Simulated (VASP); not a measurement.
# A VASP study of Ta (r2SCAN): structure first, properties next, part 2 of 4

Aim: relax Ta, then compute properties on the relaxed cell. The start is a cell from a database of measured crystal structures.

VASP 6.6.1; r2SCAN; plane waves and PAW (Ta_pv).

Still holding for the runs below: This run has no spin polarisation. Its electron count is odd, so without a moment it is a metal by construction.

So far. Step 2 (Full relaxation (r2SCAN)): It ends with forces that vanish by symmetry and a pressure of 0.00 GPa. The volume lies -0.7 % from that of the database's start, which holds the thermal and zero-point expansion of its experiment. Step 3 (Single point with fields (r2SCAN)): In this run the pressure is -0.03 GPa, small enough to go on.

### Step 4. Bands along the symmetry lines (r2SCAN)

Levels along the symmetry lines show where the bands peak and cross; KPOINTS_OPT computes them in the converged potential.

INCAR reads:

```
SYSTEM = Ta
PREC = Accurate
ENCUT = 400
EDIFF = 1E-06
NELM = 100
ISMEAR = 1
SIGMA = 0.2
LREAL = .FALSE.
ALGO = Normal
METAGGA = R2SCAN
LASPH = .TRUE.
NBANDS = 16
LORBIT = 11
LWAVE = .FALSE.
LCHARG = .FALSE.
KPAR = 2
```

POSCAR reads:

```
Ta
1.0
   -1.6471420227      1.6471420227      1.6471420227
    1.6471420227     -1.6471420227      1.6471420227
    1.6471420227      1.6471420227     -1.6471420227
Ta
1
Direct
    0.0000000000      0.0000000000      0.0000000000
```

KPOINTS reads:

```
Automatic mesh
0
Gamma
8 8 8
0 0 0
```

KPOINTS_OPT reads:

```
Line mode
16
Line-mode
Reciprocal
  0.00000000   0.00000000   0.00000000 GAMMA
  0.50000000  -0.50000000   0.50000000 H

  0.50000000  -0.50000000   0.50000000 H
  0.00000000   0.00000000   0.50000000 N

  0.00000000   0.00000000   0.50000000 N
  0.00000000   0.00000000   0.00000000 GAMMA

  0.00000000   0.00000000   0.00000000 GAMMA
  0.25000000   0.25000000   0.25000000 P

  0.25000000   0.25000000   0.25000000 P
  0.50000000  -0.50000000   0.50000000 H

  0.25000000   0.25000000   0.25000000 P
  0.00000000   0.00000000   0.50000000 N
```

PAW data sets: Ta_pv (PBE family, release 64).

Started as:

```console
$ mpirun -np 2 vasp_std
```

The program printed:

```text
[banner, memory and clock lines left out]
running    2 mpi-ranks, on    1 nodes
 distrk:  each k-point on    1 cores,    2 groups
 distr:  one band on    1 cores,    1 groups

 POSCAR found type information on POSCAR Ta
 POSCAR found :  1 types and       1 ions
 [... a notice as in an earlier step ...]

 LDA part: xc-table for (None), standard interpolation
 POSCAR, INCAR and KPOINTS ok, starting setup
 FFT: planning ... GRIDC
 FFT: planning ... GRID_SOFT
 FFT: planning ... GRID
 WAVECAR not read
 entering main loop
       N       E                     dE             d eps       ncg     rms          rms(c)
DAV:   1     0.229617032899E+02    0.22962E+02   -0.48649E+03   928   0.561E+02
DAV:   2    -0.507808155435E+02   -0.73743E+02   -0.71084E+02  1120   0.196E+02
DAV:   3    -0.519002648965E+02   -0.11194E+01   -0.11179E+01   992   0.232E+01
DAV:   4    -0.519020241673E+02   -0.17593E-02   -0.17593E-02  1176   0.968E-01
DAV:   5    -0.519020284999E+02   -0.43327E-05   -0.43319E-05  1016   0.431E-02    0.147E+01
DAV:   6    -0.486217025066E+02    0.32803E+01   -0.68947E-01  1024   0.824E+00    0.610E+00
DAV:   7    -0.485885371634E+02    0.33165E-01   -0.91526E-02  1080   0.303E+00    0.122E+00
DAV:   8    -0.485930635913E+02   -0.45264E-02   -0.86642E-03  1000   0.852E-01    0.396E-01
DAV:   9    -0.485932498427E+02   -0.18625E-03   -0.21041E-03   976   0.420E-01    0.105E-01
DAV:  10    -0.485931972933E+02    0.52549E-04   -0.10428E-04  1056   0.111E-01    0.361E-02
DAV:  11    -0.485931911710E+02    0.61223E-05   -0.16317E-06  1024   0.111E-02    0.580E-03
DAV:  12    -0.485931923933E+02   -0.12223E-05   -0.44518E-07   528   0.554E-03    0.140E-03
DAV:  13    -0.485931917621E+02    0.63123E-06   -0.65470E-08   464   0.237E-03
   1 F= -.48593192E+02 E0= -.48593383E+02  d E =0.575024E-03
 Start KPOINTS_OPT (optional k-point list driver)
k-point batch [1-29\96]
       N       E                     dE             ncg
DAV:   1    -0.267890806495E+04   -0.13782E+05      952
DAV:   2    -0.470162337727E+04   -0.20227E+04     1160
DAV:   3    -0.472955586431E+04   -0.27932E+02      968
DAV:   4    -0.472960455739E+04   -0.48693E-01     1096
DAV:   5    -0.472960473005E+04   -0.17266E-03      952
DAV:   6    -0.472960473094E+04   -0.89081E-06      936
[...]
k-point batch [88-96\96]
       N       E                     dE             ncg
DAV:   1     0.854952917652E+04   -0.46921E+04      288
DAV:   2     0.791011597383E+04   -0.63941E+03      344
DAV:   3     0.790119820801E+04   -0.89178E+01      304
DAV:   4     0.790118324609E+04   -0.14962E-01      384
DAV:   5     0.790118319802E+04   -0.48071E-04      304
DAV:   6     0.790118319780E+04   -0.21660E-06      312
```

The job ended after 68 s (2 MPI ranks of AMD EPYC 7R43, shared host; peak memory 0.18 GiB; 2.2 min of CPU time).

Parts of OUTCAR (step 4):

```text
The static configuration has the point symmetry O_h .

 Found     29 irreducible k-points:

   k-points           NKPTS =     29   k-points in BZ     NKDIM =     29   number of bands    NBANDS=     16

   NELECT =      11.0000    total number of electrons

 E-fermi :   5.4212

 k-point     1 :       0.0000    0.0000    0.0000
  band No.  band energies     occupation
      1     -28.7654      2.00000
      2     -28.7654      2.00000
      3     -28.7654      2.00000
      4      -2.9711      2.00000
      5       6.2415     -0.00000
      6       6.2415     -0.00000
      7       6.2415     -0.00000
      8       9.7605      0.00000
      9       9.7605      0.00000
    ...

 k-point     2 :       0.1250    0.0000    0.0000
  band No.  band energies     occupation
      1     -28.9667      2.00000
      2     -28.8267      2.00000
      3     -28.7667      2.00000
      4      -2.2576      2.00000
      5       5.7895     -0.02579
      6       6.0385     -0.00011
      7       6.9510     -0.00000
      8       9.1841     -0.00000
      9       9.7687      0.00000
    ...

  Total       -0.0004598     -0.0004598     -0.0004598      0.0000000     -0.0000000     -0.0000000
  in kB       -0.0412100     -0.0412100     -0.0412100      0.0000000     -0.0000000     -0.0000000
  external PRESSURE =      -0.0412100 kB  Pullay stress =       0.0000000 kB

 POSITION                                       TOTAL-FORCE (eV/Angst)
 -----------------------------------------------------------------------------------
      0.00000      0.00000      0.00000         0.000000      0.000000      0.000000
 -----------------------------------------------------------------------------------
    total drift:                                0.000000     -0.000000      0.000000

  FREE ENERGIE OF THE ION-ELECTRON SYSTEM (eV)
  ---------------------------------------------------
  free  energy   TOTEN  =       -48.5931917621 eV

  energy  without entropy=      -48.5937667858  energy(sigma->0) =      -48.59338344

[... 8 parts as in an earlier step ...]

[... 5 further parts left out ...]
```

Spin-orbit coupling is off here; with elements this heavy it splits and shifts levels by tenths of an eV or more.

Numbers from this step:

```yaml
scf_cycles: 13
bands: 16
pressure: -0.004121 GPa
```

The electronic bands at the labelled points (eV, zero at the Fermi level; # counts the bands kept, so #1 is VASP's band 4):

```tsv
point	#1	#2	#3	#4	#5	#6
Γ	-8.39	0.82	0.82	0.82	4.34	4.34
0.47 of the way	-4.36	-0.56	1.15	1.15	3.09	5.54
H	-4.02	-4.02	7.17	7.17	7.17	9.07
0.47 of the way	-3.12	-2.28	1.54	2.01	7.59	8.50
N	-4.62	-1.62	1.48	4.22	5.29	8.16
0.53 of the way	-6.21	-0.43	-0.02	3.21	3.64	4.48
Γ	-8.39	0.82	0.82	0.82	4.34	4.34
0.53 of the way	-4.46	-1.20	-1.20	4.52	4.52	6.25
P	-1.37	-1.37	-1.37	5.48	5.48	7.84
0.53 of the way	-2.03	-2.03	-1.19	4.77	4.77	10.31
H	-4.02	-4.02	7.17	7.17	7.17	9.07
jump to P	-1.37	-1.37	-1.37	5.48	5.48	7.84
0.53 of the way	-3.40	-1.76	0.29	4.71	5.37	9.95
N	-4.62	-1.62	1.48	4.22	5.29	8.16
```

The electronic bands as a text plot (rows in eV, shown from -8.0 to 4.0 only):

```
    3.8 | *    *            *    ****     *
    3.3 |     *  *                       *
    2.8 |  *               *      *
    2.3 |   **  *       * *        *                    *
    1.8 |   *  *         *              *
    1.3 |  *  *              **     *  *                        *
    0.8 |*****           *  *  *    ****               *      **
    0.3 |    *                    ***   *
   -0.2 |                 **    ***      *            *      *
   -0.7 |     *           **     *        *                 *
   -1.2 |      *            *  **          **  ******      *
   -1.7 |                *   **              *** *   *     ******
   -2.2 |       *                            *    * * *     *
   -2.7 |               *                          *   *     *
   -3.2 |       ***    ***                              *
   -3.7 |      *  ******  **                *            **   *
   -4.2 |     *      *      *              *                   *
   -4.7 |                    ***                                *
   -5.2 |    *                  *
   -5.7 |                        *        *
   -6.2 |
   -6.7 |   *                     *      *
   -7.2 |  *                       *
   -7.7 | *                         *   *
         Γ           H       N        Γ         P        H|P    N
```

There is no gap at this level.

### Step 5. Total and projected DOS (r2SCAN)

A density of states needs more k-points than a total energy; ISMEAR = -5 takes tetrahedra, and LORBIT projects the states on the PAW spheres. The mesh is finer than in the run before.

INCAR, as its differences from that of step 4:

```diff
@@ -5,3 +5,3 @@
 NELM = 100
-ISMEAR = 1
+ISMEAR = -5
 SIGMA = 0.2
@@ -16 +16,2 @@
 KPAR = 2
+NEDOS = 2001
```

POSCAR is that of step 4.

KPOINTS reads:

```
Automatic mesh
0
Gamma
12 12 12
0 0 0
```

Started as:

```console
$ mpirun -np 2 vasp_std
```

The program printed:

```text
[... set-up lines as in an earlier step ...]
 entering main loop
       N       E                     dE             d eps       ncg     rms          rms(c)
DAV:   1     0.197788271657E+02    0.19779E+02   -0.48989E+03  2328   0.557E+02
DAV:   2    -0.509096649413E+02   -0.70688E+02   -0.68409E+02  2816   0.195E+02
DAV:   3    -0.518891365945E+02   -0.97947E+00   -0.97831E+00  2512   0.221E+01
DAV:   4    -0.518906347708E+02   -0.14982E-02   -0.14979E-02  2936   0.908E-01
DAV:   5    -0.518906388477E+02   -0.40769E-05   -0.40760E-05  2528   0.417E-02    0.145E+01
DAV:   6    -0.486128464890E+02    0.32778E+01   -0.69678E-01  2576   0.835E+00    0.604E+00
DAV:   7    -0.485752396527E+02    0.37607E-01   -0.97960E-02  2736   0.319E+00    0.116E+00
DAV:   8    -0.485799190582E+02   -0.46794E-02   -0.82043E-03  2528   0.838E-01    0.374E-01
DAV:   9    -0.485800984527E+02   -0.17939E-03   -0.20707E-03  2472   0.409E-01    0.983E-02
DAV:  10    -0.485800813882E+02    0.17064E-04   -0.11094E-04  2592   0.116E-01    0.442E-02
DAV:  11    -0.485800667102E+02    0.14678E-04   -0.30634E-06  2544   0.181E-02    0.389E-03
DAV:  12    -0.485800675216E+02   -0.81146E-06   -0.35158E-07  1344   0.434E-03
   1 F= -.48580068E+02 E0= -.48580068E+02  d E =0.000000E+00
 -----------------------------------------------------------------------------
|                                                                             |
|           W    W    AA    RRRRR   N    N  II  N    N   GGGG   !!!           |
|           W    W   A  A   R    R  NN   N  II  NN   N  G    G  !!!           |
|           W    W  A    A  R    R  N N  N  II  N N  N  G       !!!           |
|           W WW W  AAAAAA  RRRRR   N  N N  II  N  N N  G  GGG   !            |
|           WW  WW  A    A  R   R   N   NN  II  N   NN  G    G                |
|           W    W  A    A  R    R  N    N  II  N    N   GGGG   !!!           |
|                                                                             |
|     Tetrahedron method does not include variations of the Fermi             |
|     occupations, so forces and stress will be inaccurate. We suggest        |
|     using a different smearing scheme ISMEAR = 1 or 2 for metals in         |
|     relaxations.                                                            |
|                                                                             |
 -----------------------------------------------------------------------------
```

The job ended after 74 s (2 MPI ranks; peak memory 0.2 GiB).

OUTCAR, selected parts (step 5):

```text
   k-points           NKPTS =     72   k-points in BZ     NKDIM =     72   number of bands    NBANDS=     16

   NELECT =      11.0000    total number of electrons

 E-fermi :   5.3681

 k-point     1 :       0.0000    0.0000    0.0000
  band No.  band energies     occupation
      1     -28.8097      2.00000
      2     -28.8097      2.00000
      3     -28.8097      2.00000
      4      -2.9706      2.00000
      5       6.2269      0.00000
      6       6.2269      0.00000
      7       6.2269      0.00000
      8       9.7385      0.00000
      9       9.7385      0.00000
    ...

  Total        0.3084018      0.3084018      0.3084018      0.0000000      0.0000000     -0.0000000
  in kB       27.6423152     27.6423152     27.6423152      0.0000000      0.0000000     -0.0000000
  external PRESSURE =      27.6423152 kB  Pullay stress =       0.0000000 kB

 POSITION                                       TOTAL-FORCE (eV/Angst)
 -----------------------------------------------------------------------------------
      0.00000      0.00000      0.00000        -0.000000      0.000000      0.000000
 -----------------------------------------------------------------------------------
    total drift:                                0.000000     -0.000000      0.000000

  FREE ENERGIE OF THE ION-ELECTRON SYSTEM (eV)
  ---------------------------------------------------
  free  energy   TOTEN  =       -48.5800675216 eV

  energy  without entropy=      -48.5800675216  energy(sigma->0) =      -48.58006752

[... 6 parts as in an earlier step ...]

[... 10 further parts left out ...]
```

At this level the cell is under a pressure of 2.8 GPa, so at these settings it is away from equilibrium. With tetrahedra the forces and stress of a metal are not exact derivatives of the energy.

Numbers from this step:

| Quantity | Value |
| --- | --- |
| SCF cycles | 12 |
| irreducible k-points | 72 |
| free energy (TOTEN) | -48.58 eV |
| Fermi energy | 5.368 eV |
| pressure | 2.764 GPa |
| DOS at the Fermi level | 1.466 states/eV/cell |

The density of states has structure finer than the step of the table below, so its rows give means over 1 eV, whole bins alone (the curve runs from -12.0 to 7.95 eV). Peaks (eV: height): total -3.0: 1.33, -1.4: 2.75, -0.2: 1.94, 5.3: 3.28; Ta d -3.0: 0.617, -1.4: 1.68, -0.1: 1.08, 5.3: 2.83; Ta p -3.0: 0.0669, -1.4: 0.149, -0.2: 0.173, 5.4: 0.0539; Ta s -4.4: 0.141, -0.2: 0.0223, 5.3: 0.0671, 5.6: 0.0644.

States under -12.0 eV and over 8.0 eV are left out. Table of density of states by energy, zero at the Fermi level; means over each step; values in states/eV/cell:

```tsv
energy (eV)	total	Ta d	Ta p	Ta s
-9	0	0	0	0
-8	0.0233	1.7e-5	4.5e-4	0.0101
-7	0.0752	0.00107	0.00309	0.0304
-6	0.129	0.00626	0.00804	0.0467
-5	0.257	0.0390	0.0168	0.0740
-4	0.663	0.224	0.0317	0.117
-3	0.901	0.412	0.0440	0.0752
-2	0.595	0.338	0.0336	0.00705
-1	1.52	0.906	0.0961	0.00912
0	1.37	0.768	0.120	0.0144
1	0.358	0.209	0.0318	0.00434
2	0.385	0.275	0.0126	0.00550
3	0.817	0.603	0.0221	0.0127
4	1.02	0.812	0.0177	0.0117
5	1.71	1.44	0.0273	0.0258
6	0.737	0.556	0.0390	0.0266
7	0.400	0.296	0.0286	0.0120
```

The finer mesh and the other smearing move the Fermi level by -0.05 eV from the 8×8×8 run, one measure of the sampling error in the zero of the bands above. Of the states within 0.3 eV of the Fermi level, the largest shares in the PAW spheres are Ta d 56 % and Ta p 9 %. The rest lies in smaller channels or between the spheres.

### Step 6. Volume scan with r2SCAN

An equation of state needs energies on both sides of the minimum, all on one mesh and cutoff.

INCAR reads:

```
SYSTEM = Ta
PREC = Accurate
ENCUT = 400
EDIFF = 1E-06
NELM = 100
ISMEAR = 1
SIGMA = 0.2
LREAL = .FALSE.
ALGO = Normal
METAGGA = R2SCAN
LASPH = .TRUE.
NBANDS = 11
LORBIT = 11
LWAVE = .FALSE.
LCHARG = .FALSE.
KPAR = 2
ISIF = 2
```

POSCAR reads:

```
Ta
1.0
   -1.6135174445      1.6135174445      1.6135174445
    1.6135174445     -1.6135174445      1.6135174445
    1.6135174445      1.6135174445     -1.6135174445
Ta
1
Direct
    0.0000000000      0.0000000000      0.0000000000
```

KPOINTS reads:

```
Automatic mesh
0
Gamma
8 8 8
0 0 0
```

Started as:

```console
$ mpirun -np 2 vasp_std
```

The program printed:

```text
[... set-up lines as in an earlier step ...]
 entering main loop
       N       E                     dE             d eps       ncg     rms          rms(c)
DAV:   1     0.737151279712E+01    0.73715E+01   -0.56020E+03   646   0.827E+02
DAV:   2    -0.509874809756E+02   -0.58359E+02   -0.56739E+02   711   0.226E+02
DAV:   3    -0.517897715025E+02   -0.80229E+00   -0.79136E+00   751   0.252E+01
DAV:   4    -0.517922717385E+02   -0.25002E-02   -0.25000E-02   723   0.148E+00
DAV:   5    -0.517922770376E+02   -0.52991E-05   -0.52993E-05   725   0.697E-02    0.162E+01
DAV:   6    -0.485777244240E+02    0.32146E+01   -0.88678E-01   653   0.116E+01    0.715E+00
DAV:   7    -0.485423683641E+02    0.35356E-01   -0.13885E-01   704   0.435E+00    0.132E+00
DAV:   8    -0.485457353363E+02   -0.33670E-02   -0.11720E-02   714   0.118E+00    0.438E-01
DAV:   9    -0.485458188039E+02   -0.83468E-04   -0.33511E-03   662   0.596E-01    0.123E-01
DAV:  10    -0.485457398895E+02    0.78914E-04   -0.14595E-04   723   0.138E-01    0.229E-02
DAV:  11    -0.485457314301E+02    0.84594E-05   -0.64852E-06   686   0.285E-02    0.198E-03
DAV:  12    -0.485457318710E+02   -0.44088E-06   -0.12240E-07   397   0.375E-03
   1 F= -.48545732E+02 E0= -.48546669E+02  d E =0.281084E-02
```

Wall time 18 s (2 MPI ranks); peak memory 0.16 GiB.

From OUTCAR (step 6):

```text
   ENCUT  =  400.0 eV  29.40 Ry    5.42 a.u.   4.56  4.56  4.56*2*pi/ulx,y,z

   NELECT =      11.0000    total number of electrons

 E-fermi :   5.8788

 k-point     1 :       0.0000    0.0000    0.0000
  band No.  band energies     occupation
      1     -28.0074      2.00000
      2     -28.0074      2.00000
      3     -28.0074      2.00000
      4      -2.6872      2.00000
      5       6.7428     -0.00000
      6       6.7428     -0.00000
      7       6.7428     -0.00000
      8      10.4822      0.00000
      9      10.4822      0.00000
    ...

  Total        1.5533912      1.5533912      1.5533912     -0.0000000     -0.0000000      0.0000000
  in kB      148.1188835    148.1188835    148.1188835     -0.0000000     -0.0000000      0.0000000
  external PRESSURE =     148.1188835 kB  Pullay stress =       0.0000000 kB

 POSITION                                       TOTAL-FORCE (eV/Angst)
 -----------------------------------------------------------------------------------
      0.00000      0.00000      0.00000        -0.000000      0.000000     -0.000000
 -----------------------------------------------------------------------------------
    total drift:                                0.000000     -0.000000      0.000000

  FREE ENERGIE OF THE ION-ELECTRON SYSTEM (eV)
  ---------------------------------------------------
  free  energy   TOTEN  =       -48.5457318710 eV

  energy  without entropy=      -48.5485427121  energy(sigma->0) =      -48.54666882

[... 4 parts as in an earlier step ...]

[... 12 further parts left out ...]
```

The scan keeps the cell's shape and the fractional positions fixed.

Numbers from this step:

| Property | Result |
| --- | --- |
| bands | 11 |
| irreducible k-points | 29 |
| free energy (TOTEN) | -48.55 eV |
| energy at zero smearing | -48.55 eV |
| Fermi energy | 5.879 eV |
| pressure | 14.81 GPa |

The pressure here is 14.81 GPa.

(Continued in part 3 of 4.)

[Lines on the potential files, build, host, timing and source positions are cut from VASP's logs without a mark.]

[Logs are printed without paths, hosts, clocks, repeated set-up lines and the standing remarks that a program may print on its own settings, such as how far it seeks lower states.]

[Hosts, paths, dates, database ids (printed as entryN), source tags and the programs' standing remarks are cut or masked in the printed files.]

[A measured line is paired with the nearest computed mode of its activity, which favours agreement.]
